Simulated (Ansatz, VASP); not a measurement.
# Cross-check of TiTe2 between VASP and Ansatz

Wanted: the spread between two codes on one cell, functional and k mesh. The structure shown is the end of the VASP relaxation below.

Method: plane waves, with VASP 6.6.1 beside it; single point at PBE, in Ansatz 0.2.0.

### Step 1. Starting point

It takes space group P-3m1 (No. 164, trigonal). Conventional cell: a = 3.774 Å, b = 3.774 Å, c = 6.887 Å, α = 90.00°, β = 90.00°, γ = 120.00°. Nearest to Te lie 3 Ti at 2.78 Å. Nearest to Ti lie 6 Te at 2.78 Å. Farther neighbours and most contacts between anions are not listed.

### Step 2. VASP: relaxation, PBE

This run makes the geometry at which the two programs are then compared.

Lines of VASP's logs that name or quote its potential files are left out, and so is its time.

File INCAR:

```
SYSTEM = TiTe2
PREC = Accurate
ENCUT = 450
EDIFF = 1E-06
NELM = 100
ISMEAR = 1
SIGMA = 0.15
LREAL = .FALSE.
ALGO = Normal
GGA = PE
NBANDS = 18
LORBIT = 11
LWAVE = .FALSE.
LCHARG = .FALSE.
KPAR = 2
IBRION = 2
NSW = 30
ISIF = 4
EDIFFG = -0.01
```

File POSCAR:

```
TiTe2
1.0
    3.7922794020      0.0000000000      0.0000000000
   -1.8961397011      3.2842103004      0.0000000000
    0.0000000000      0.0000000000      6.8193530354
Te Ti
2 1
Direct
    0.3333333333      0.6666666667      0.7455352189
    0.6666666667      0.3333333333      0.2544647811
    0.0000000000      0.0000000000      0.0000000000
```

File KPOINTS:

```
Automatic mesh
0
Gamma
12 12 6
0 0 0
```

The projector-augmented-wave data sets are Te and Ti_sv (PBE family, release 64).

Command:

```sh
$ mpirun -np 2 vasp_std
```

Numbers of over 12 decimals in the logs are rounded to 6 here.

The log of the run:

```text
[banner, memory and clock lines left out]
running    2 mpi-ranks, on    1 nodes
 distrk:  each k-point on    1 cores,    2 groups
 distr:  one band on    1 cores,    1 groups

 POSCAR found type information on POSCAR TeTi
 POSCAR found :  2 types and       3 ions
 LDA part: xc-table for (Slater+PW92), standard interpolation
 POSCAR, INCAR and KPOINTS ok, starting setup
 FFT: planning ... GRIDC
 FFT: planning ... GRID_SOFT
 FFT: planning ... GRID
 WAVECAR not read
 entering main loop
       N       E                     dE             d eps       ncg     rms          rms(c)
DAV:   1     0.165560482402E+03    0.16556E+03   -0.10008E+04  3608   0.111E+03
DAV:   2    -0.341052864171E+01   -0.16897E+03   -0.16537E+03  3958   0.287E+02
DAV:   3    -0.181590362426E+02   -0.14749E+02   -0.14335E+02  5716   0.809E+01
DAV:   4    -0.186141967517E+02   -0.45516E+00   -0.45276E+00  4690   0.136E+01
DAV:   5    -0.186329735284E+02   -0.18777E-01   -0.18770E-01  5444   0.255E+00    0.119E+01
DAV:   6    -0.189314526160E+02   -0.29848E+00   -0.43543E+01  4062   0.402E+01    0.159E+01
DAV:   7    -0.165191542352E+02    0.24123E+01   -0.38478E+01  4558   0.358E+01    0.575E+00
DAV:   8    -0.162263548654E+02    0.29280E+00   -0.14848E+00  4160   0.833E+00    0.203E+00
DAV:   9    -0.162507855505E+02   -0.24431E-01   -0.61278E-01  4910   0.496E+00    0.201E+00
DAV:  10    -0.162228480712E+02    0.27937E-01   -0.58758E-01  4398   0.518E+00    0.105E+00
DAV:  11    -0.162114701602E+02    0.11378E-01   -0.61659E-02  4236   0.179E+00    0.452E-01
DAV:  12    -0.162118281913E+02   -0.35803E-03   -0.18757E-03  4076   0.330E-01    0.311E-01
DAV:  13    -0.162115320307E+02    0.29616E-03   -0.10216E-03  4938   0.205E-01    0.109E-01
DAV:  14    -0.162115355820E+02   -0.35514E-05   -0.33249E-05  4014   0.403E-02    0.538E-02
DAV:  15    -0.162115173510E+02    0.18231E-04   -0.31822E-05  4632   0.378E-02    0.420E-02
DAV:  16    -0.162115097836E+02    0.75674E-05   -0.38018E-05  4646   0.403E-02    0.539E-03
DAV:  17    -0.162115099103E+02   -0.12675E-06   -0.10350E-06  2368   0.724E-03
   1 F= -.16211510E+02 E0= -.16212124E+02  d E =-.162115E+02
[...]
2 F= -.16212786E+02 E0= -.16213352E+02  d E =-.127615E-02
[...]
3 F= -.16213462E+02 E0= -.16213966E+02  d E =-.195199E-02
[...]
4 F= -.16213477E+02 E0= -.16213970E+02  d E =-.196701E-02
[...]
5 F= -.16213948E+02 E0= -.16214491E+02  d E =-.471397E-03
 trial-energy change:   -0.000471  1 .order   -0.000471   -0.000547   -0.000395
 step:   4.6216(harm=  4.6216)  dis= 0.00766  next Energy=   -16.214459 (dE=-0.982E-03)
 bond charge predicted
       N       E                     dE             d eps       ncg     rms          rms(c)
DAV:   1    -0.162222820669E+02   -0.83336E-02   -0.44839E-01  3626   0.687E+00    0.720E-01
DAV:   2    -0.162210559478E+02    0.12261E-02   -0.82527E-02  3920   0.188E+00    0.625E-01
DAV:   3    -0.162161105753E+02    0.49454E-02   -0.45980E-02  4066   0.140E+00    0.270E-01
DAV:   4    -0.162145724575E+02    0.15381E-02   -0.56609E-03  3962   0.475E-01    0.107E-01
DAV:   5    -0.162145170267E+02    0.55431E-04   -0.28435E-04  4212   0.120E-01    0.212E-02
DAV:   6    -0.162145168068E+02    0.21994E-06   -0.11799E-05  4510   0.214E-02    0.993E-03
DAV:   7    -0.162145174986E+02   -0.69189E-06   -0.31303E-06  3816   0.133E-02
   6 F= -.16214517E+02 E0= -.16215149E+02  d E =-.104058E-02
 curvature:  -2.92 expect dE=-0.132E-04 dE for cont linesearch -0.858E-05
 trial: gam=-0.09113 g(F)=  0.104E-06 g(S)=  0.440E-05 ort = 0.397E-04 (trialstep = 0.195E+01)
 search vector abs. value=  0.173E-05
 reached required accuracy - stopping structural energy minimisation
```

From OUTCAR (step 2):

```text
ion  position               nearest neighbor table
   1  0.333  0.667  0.746-   3 2.79   3 2.79   3 2.79
   2  0.667  0.333  0.254-   3 2.79   3 2.79   3 2.79
   3  0.000  0.000  0.000-   1 2.79   2 2.79   2 2.79   1 2.79   2 2.79   1 2.79

  LATTYP: Found a hexagonal cell.
 ALAT       =     3.7922794020
 C/A-ratio  =     1.7982200973

 Subroutine GETGRP returns: Found 12 space group operations
 (whereof 12 operations were pure point group operations)

The static configuration has the point symmetry D_3d.

 Found    100 irreducible k-points:

   k-points           NKPTS =    100   k-points in BZ     NKDIM =    100   number of bands    NBANDS=     18

   dimension x,y,z NGX =    28 NGY =   28 NGZ =   48
   dimension x,y,z NGXF=    56 NGYF=   56 NGZF=   96

   ENCUT  =  450.0 eV  33.07 Ry    5.75 a.u.   6.56  6.56 11.80*2*pi/ulx,y,z

   NELECT =      24.0000    total number of electrons

 k-points in reciprocal lattice and weights: Automatic mesh
   0.00000000  0.00000000  0.00000000       0.001
   0.08333333 -0.00000000  0.00000000       0.007
   0.16666667 -0.00000000  0.00000000       0.007
   0.25000000  0.00000000  0.00000000       0.007
   0.33333333 -0.00000000  0.00000000       0.007
   0.41666667  0.00000000  0.00000000       0.007
   0.50000000  0.00000000  0.00000000       0.003
   0.08333333  0.08333333  0.00000000       0.007
   0.16666667  0.08333333  0.00000000       0.014
[...]
0.33333333  0.25000000  0.50000000       0.014
   0.33333333  0.33333333  0.50000000       0.002

 average (electrostatic) potential at core
       1 -87.9573       2 -87.9573       3 -75.4614

 E-fermi :   6.1632

 k-point     1 :       0.0000    0.0000    0.0000
  band No.  band energies     occupation
    ...
      6      -4.8480      2.00000
      7       1.2459      2.00000
      8       4.5824      2.00000
      9       4.5824      2.00000
     10       6.1709      0.91342
     11       6.4616     -0.01654
     12       6.5467     -0.00179
     13       6.5467     -0.00179
     14       7.2461     -0.00000
     15       7.2461     -0.00000
    ...

 k-point     2 :       0.0833   -0.0000    0.0000
  band No.  band energies     occupation
    ...
      6      -4.8040      2.00000
      7       1.3382      2.00000
      8       4.3594      2.00000
      9       4.5934      2.00000
     10       6.0427      1.98171
     11       6.2362      0.27452
     12       6.3165     -0.05459
     13       6.4727     -0.01295
     14       7.1742     -0.00000
     15       7.3808     -0.00000
    ...

 k-point     3 :       0.1667   -0.0000    0.0000
  band No.  band energies     occupation
    ...
      8       3.8519      2.00000
      9       4.6126      2.00000
     10       4.9511      2.00000
     11       5.9242      2.04678
     12       6.0751      1.82849
     13       6.4000     -0.04807
     14       7.1862     -0.00000
     15       7.4898     -0.00000
     16       8.7044     -0.00000
     17       9.1748      0.00000
    ...

  Total       -0.0860507     -0.0860507     -0.0657966      0.0000000     -0.0000000     -0.0000000
  in kB       -1.6232687     -1.6232687     -1.2411933      0.0000000     -0.0000000     -0.0000000
  external PRESSURE =      -1.4959102 kB  Pullay stress =       0.0000000 kB

  energy-cutoff  :      450.00
  volume of cell :       84.93
      direct lattice vectors                 reciprocal lattice vectors
     3.773730064  0.000000000 -0.000000000     0.264989807  0.152991936 -0.000000000
    -1.886865032  3.268146102  0.000000000    -0.000000000  0.305983872 -0.000000000
    -0.000000000  0.000000000  6.886557297     0.000000000 -0.000000000  0.145210438

 POSITION                                       TOTAL-FORCE (eV/Angst)
 -----------------------------------------------------------------------------------
     -0.00000      2.17876      5.15716         0.000000     -0.000000     -0.001038
      1.88687      1.08938      1.72940        -0.000000      0.000000      0.001038
      3.77373      0.00000      6.88656        -0.000000     -0.000000      0.000000
 -----------------------------------------------------------------------------------
    total drift:                                0.000000      0.000000      0.000000

  FREE ENERGIE OF THE ION-ELECTRON SYSTEM (eV)
  ---------------------------------------------------
  free  energy   TOTEN  =       -16.2145174986 eV

  energy  without entropy=      -16.2164115910  energy(sigma->0) =      -16.21514886

 reached required accuracy - stopping structural energy minimisation

 total charge
# of ion       s       p       d       tot
------------------------------------------
    1        1.384   1.993   0.035   3.411
    2        1.384   1.993   0.035   3.411
    3        2.167   6.119   1.855  10.140
--------------------------------------------------
tot          4.934  10.104   1.925  16.963

[... 3 further parts left out ...]
```

This run has no spin polarisation, although Ti can carry a moment. LASPH is off, so gradient terms of the non-spherical density inside the spheres are left out; for open d or f shells this can shift gaps and moments. The run keeps the 12 symmetry operations of its start, so it cannot find a distortion of lower symmetry.

### Step 3. Ansatz: single point, PBE

Ansatz runs on its default PAW (the set named soft_2) files.

The same cell, functional, mesh and smearing now go to Ansatz, which takes its cutoff from its data sets.

File input.yaml:

```yaml
crystal:
  lattice:
    - [3.77373006, 0.0, 0.0]
    - [-1.88686503, 3.2681461, 0.0]
    - [0.0, 0.0, 6.8865573]
  atoms:
    - { symbol: Te, position: [0.33333333, 0.66666667, 0.74887338] }
    - { symbol: Te, position: [0.66666667, 0.33333333, 0.25112662] }
    - { symbol: Ti, position: [0.0, 0.0, 0.0] }
hamiltonian:
  xc: pbe
  pseudopotentials: { kind: paw }
kpoints:
  mp_grid: { grid: [12, 12, 6] }
scf:
  occupations: { method: methfessel_paxton, width: 0.15 }
  n_extra_bands: 4
output:
  forces: true
  stress: true
  eigenvalues: true
```

Command:

```sh
$ ansatz run input.yaml --threads 2 --pin off --max-ram 4608MiB --backend cpu --events-out ev --progress --plain --runs-dir out
```

The log of the run:

```text
scf.n_extra_bands = 4 over 22 filled bands (N_el = 44.0): the run solves 26 bands
Engine: ansatz 0.2.0, x86_64-unknown-linux-gnu
Pseudopotentials: kind: paw
Pseudopotential: Te, paw, valence charge 16, recommended cutoff 420 eV (normal), Te.paw.azcp
Pseudopotential: Ti, paw, valence charge 12, recommended cutoff 420 eV (normal), Ti.paw.azcp
Functional definition: PBE
  parameter kappa = 0.804
  parameter beta = 0.066725
  exchange = pbe_x(kappa = kappa, mu = beta*pi^2/3)
  correlation = pbe_c(beta = beta)
Crystal: 3 atoms, lattice volume = 84.933 Å³
Basis set: ecut = 420 eV, 1643 PW (Γ), exchange–correlation on 54×54×96 points (8 copies of the dense FFT grid, shifted against one another)
Bands: 26, of which v1, the nominal top of the filled ones, is band 22 counted from 1 (21 counted from 0)
Symmetry: 12 space group operations
Space group: P-3m1 (ITA 164), of the structure as read, at distance tolerance 4.4e-5 Å
k-points: 100 of 864
Non-local potential: Te, projectors of the file, l = 0: 2, l = 1: 2, l = 2: 2, l = 3: 2
Non-local potential: Ti, projectors of the file, l = 0: 3, l = 1: 2, l = 2: 3, l = 3: 1
PAW form: soft (Blöchl's): semilocal exchange-correlation on the pseudo side does not see the compensation charge
PAW one-centre angular grid: Te, 590 points (default); XC on 64 Gauss nodes
PAW one-centre angular grid: Ti, 590 points (default); XC on 64 Gauss nodes
Initial density: superposition of atomic densities (neutral atoms: chi_scale 0, normalization atom), corrected by the library's trained network
Initial wavefunctions: pseudopotential atomic-orbital guess
Functional: x = pbe(κ = 0.804, μ = 0.219515), c = pbe(β = 0.066725)
SCF iter   1: F=—  HF=-16461.690638 eV  |F-HF|=—  |Δ(HF+E_count)|=         —  Δρ=3.85e-3  dr2=2.54e-2  ethr=1.77e-3  ⟨swp⟩=5.4  Hψ=11032  notcnv=0
preconditioner: auto → LDOS  [metal: Δε(μ)=0.018 eV  Ē_g=5.893 eV  σ=0.150 eV  W_gap=0.10  n_scr=22 (ndim 8)  ℏωp=16.1 eV  f_vac=0.029  D(μ)=1.13/eV (n_scr^D=2)  β→1.0]
SCF iter   2: F=—  HF=-16461.694612 eV  |F-HF|=—  |Δ(HF+E_count)|=   3.97e-3  S|Δr|=    0.00e0  Δρ=6.07e-3  dr2=6.89e-2  ethr=5.78e-5  ⟨swp⟩=3.0  Hψ=5928  notcnv=0
SCF iter   3: F=—  HF=-16461.688144 eV  |F-HF|=—  |Δ(HF+E_count)|=   6.47e-3  S|Δr|=    0.00e0  Δρ=5.12e-4  dr2=6.12e-4  ethr=5.78e-5  ⟨swp⟩=2.0  Hψ=3108  notcnv=0
SCF iter   4: F=—  HF=-16461.688140 eV  |F-HF|=—  |Δ(HF+E_count)|=   3.97e-6  S|Δr|=    0.00e0  Δρ=2.24e-4  dr2=8.33e-5  ethr=1.39e-6  ⟨swp⟩=3.0  Hψ=4630  notcnv=0
SCF iter   5: F=—  HF=-16461.688081 eV  |F-HF|=—  |Δ(HF+E_count)|=   5.90e-5  S|Δr|=    0.00e0  Δρ=4.46e-5  dr2=2.88e-6  ethr=1.89e-7  ⟨swp⟩=2.0  Hψ=4699  notcnv=0
SCF iter   6: F=—  HF=-16461.688081 eV  |F-HF|=—  |Δ(HF+E_count)|=   1.11e-7  S|Δr|=    0.00e0  Δρ=1.32e-5  dr2=1.18e-7  ethr=6.54e-9  ⟨swp⟩=2.0  Hψ=4594  notcnv=0
SCF iter   7: F=-16461.688081 eV  HF=-16461.688081 eV  |F-HF|=1.47e-8  |Δ(HF+E_count)|=   9.10e-8  S|Δr|=    0.00e0  Δρ=4.62e-6  dr2=2.37e-8  ethr=2.27e-10  ⟨swp⟩=5.7  Hψ=10207  notcnv=0
SCF 1 converged in 7 iterations: F = -16461.688081 eV  dr2 = 2.37e-8
  greatest PAW one-centre occupation: 0.999 electrons in one spin orbital (limit 2), on the Ti atom at site 2 (counted from 0), in its partial waves of l = 0
SCF converged after 7 iterations
Stability not checked: this state was not tested for a lower state beside it, because cold or Methfessel-Paxton smearing, or corrected tetrahedra, fill the levels in a way that the test cannot read (fill_not_monotonic; see scf.lower_state_search)
Free energy (F): -16461.688081 eV
Harris-Foulkes:  -16461.688081 eV  (|F-HF|=1.47e-8)
Internal energy: -16461.689976 eV  (E = F + TS)
E sigma→0 (E₀):  -16461.688555 eV
Entropy (-TS):   0.001895 eV (0.632 meV/atom)
Fermi energy:    9.427894 eV
--- Per-component energies (eV) ---
  E_band       = -703.753242
  E_kinetic    = 632.183586
  E_local      = -3748.596393  (includes V_loc(G=0)·N_el)
  E_nonlocal   = -612.090963
  E_hartree    = 2143.028058
  E_xc         = -346.081832
  E_vxc        = -330.286763  (∫ρ·V_xc dr)
  E_paw        = -10372.457045  (= ΣΔE_a)
  E_vpaw       = -931.014291  (= ΣTr[D̂ρ^β])
  E_aug_tail   = -0.000194  (compensation charges beyond the density's cutoff)
  E_ewald      = -4157.675193
  E_smearing   = 0.001895  (= −TS)
  E_closure    = 0.000000  (closes the sum)
  Σ components = -16461.688081   (vs F -16461.688081, Δ=0.00e0)
--- Forces (eV/Å), atoms counted from 1 ---
  atom   1  Te     0.00000000    -0.00000000     0.01093026
  atom   2  Te     0.00000000    -0.00000000    -0.01093026
  atom   3  Ti    -0.00000000     0.00000000     0.00000000
  max |Σ_I F_I| component: 2.31e-18 eV/Å
--- Stress (GPa, compression-positive) ---
       -0.112686       0.000000      -0.000000
        0.000000      -0.112686      -0.000000
        0.000000      -0.000000      -0.071483
  P = ⅓ Tr σ = -0.0990 GPa (-0.990 kbar)
--- Band table (eV; the first three rows and the last of 100) ---
  k-point 0: bands = [... 18 lower, 7.8480, 9.4272, 9.7311, 9.8162, 9.8162, 10.5070, 10.5070, 12.5729]
  k-point 1: bands = [... 18 lower, 7.8564, 8.7064, 9.8149, 9.8149, 10.0681, 10.4628, 10.4628, 12.6337]
  k-point 2: bands = [... 18 lower, 7.8738, 7.8738, 9.8125, 9.8125, 10.2458, 10.3791, 10.3791, 12.7524]
  k-point 99: bands = [... 18 lower, 5.6937, 6.4320, 7.6232, 7.6232, 10.4237, 10.4379, 10.4379, 12.1949]
```

Run time: 5.6 s. Hardware: 2 threads of Intel Xeon Platinum 8375C at 2.90GHz (Ice Lake), shared host; peak memory 0.53 GiB.

The run ends at a pressure of -0.10 GPa, with forces up to 0.011 eV/Å.

### Step 4. Differences

Known differences besides the PAW data sets themselves: the data sets hold 44 valence electrons in Ansatz (default PAW (the set named soft_2) files) and 24 in VASP; the cutoff is 420 eV in Ansatz and 450 eV in VASP; VASP leaves aspherical gradient terms in its spheres out (LASPH is not set), Ansatz keeps them. Total energies have different zeros and are not compared.

Compared:

```
      quantity  Ansatz   VASP  difference
pressure (GPa)   -0.10  -0.15       +0.05
```

At this near-relaxed geometry the largest component of a force difference is 12 meV/Å. Ansatz's pressure holds a Pulay correction of 0.02 GPa; VASP's holds none.

### Step 5. What came out

- difference in pressure (single point, PBE, volume scaled by 1.015): 0.051 GPa

What this shows: The difference in pressure is 0.051 GPa (single point, PBE), within the 1 GPa picked in this series as the mark of a large difference. Differences of this kind measure data sets and numerical settings, not the functional's error against experiment.

[Lines on the potential files, build, host, timing and source positions are cut from VASP's logs without a mark.]

[Logs are printed without paths, hosts, clocks, repeated set-up lines and the standing remarks that a program may print on its own settings, such as how far it seeks lower states.]

[Hosts, paths, dates, database ids (printed as entryN), source tags and the programs' standing remarks are cut or masked in the printed files.]
